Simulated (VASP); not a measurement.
Data:

```
BN
1.0
    1.26086    -2.18388     0.00000
    1.26086     2.18388     0.00000
    0.00000     0.00000     8.90597
B N
2 2
Direct
  0.33333   0.66667   0.25000
  0.66667   0.33333   0.75000
  0.66667   0.33333   0.25000
  0.33333   0.66667   0.75000
```

All values below come from revPBE GGA, VASP's PBE PAW potentials (set 64) (plane waves; VASP 6.6.1). Numerical set-up: 520 eV cut-off, 11×11×3 Γ-centred mesh, tetrahedra with Blöchl corrections, potentials B N.

The cores are frozen, which limits the accuracy of field gradients. Without a dispersion term in the relaxation, distances and binding between the weakly bound layers, chains or molecules are unreliable, and so is what depends on them.

Give the principal components of the electric field gradient (V/Å²) and the asymmetry η at each nucleus.

```csv
atom,Vxx,Vyy,Vzz,η
B1,-17.1,-17.1,34.1,0.00
B2,-17.1,-17.1,34.1,0.00
N3,0.4,0.4,-0.7,0.00
N4,0.4,0.4,-0.7,0.00
```

The compound is BN in the hex structure. It was relaxed first, which changed the volume by +36 %.
